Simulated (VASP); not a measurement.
Data:

```
SnO2
1.0
    4.73132     0.00000     0.00000
    0.00000     4.73132     0.00000
    0.00000     0.00000     3.19593
Sn O
2 4
Direct
  0.50000   0.50000   0.50000
  0.00000   0.00000   0.00000
  0.19406   0.80594   0.50000
  0.80594   0.19406   0.50000
  0.69406   0.69406   0.00000
  0.30594   0.30594   0.00000
```

Level of theory: LDA (Ceperley-Alder, Perdew-Zunger), VASP's LDA PAW potentials (set 64) (plane waves; VASP). Numerical set-up: 520 eV cut-off, 5×5×8 Γ-centred mesh, tetrahedra with Blöchl corrections, potentials Sn_d O.

Unless said otherwise, spin-orbit coupling is left out, though it shifts the bands of the heavy elements here.

Q: Tabulate the total density of states (states/eV per cell) against energy (eV; zero at the valence-band maximum or, without a gap, the Fermi level).

A: 
```csv
E (eV),DOS (states/eV)
-9.98,0.00
-9.38,0.00
-8.78,0.00
-8.18,0.26
-7.58,2.13
-6.98,1.62
-6.38,0.92
-5.78,0.95
-5.18,2.28
-4.58,2.41
-3.98,4.38
-3.38,2.95
-2.78,2.57
-2.06,3.43
-1.46,5.31
-0.86,11.3
-0.26,0.72
0.34,0.00
0.94,0.00
1.54,0.01
2.14,0.07
2.74,0.17
3.34,0.27
3.94,0.63
4.54,0.79
```
Within 2 eV below the valence-band maximum the largest weight inside VASP's projection spheres is O p.

The structure comes from a computed database's SnO2 entry (P4_2/mnm); how it stands against other phases isn't given here. It was relaxed first.
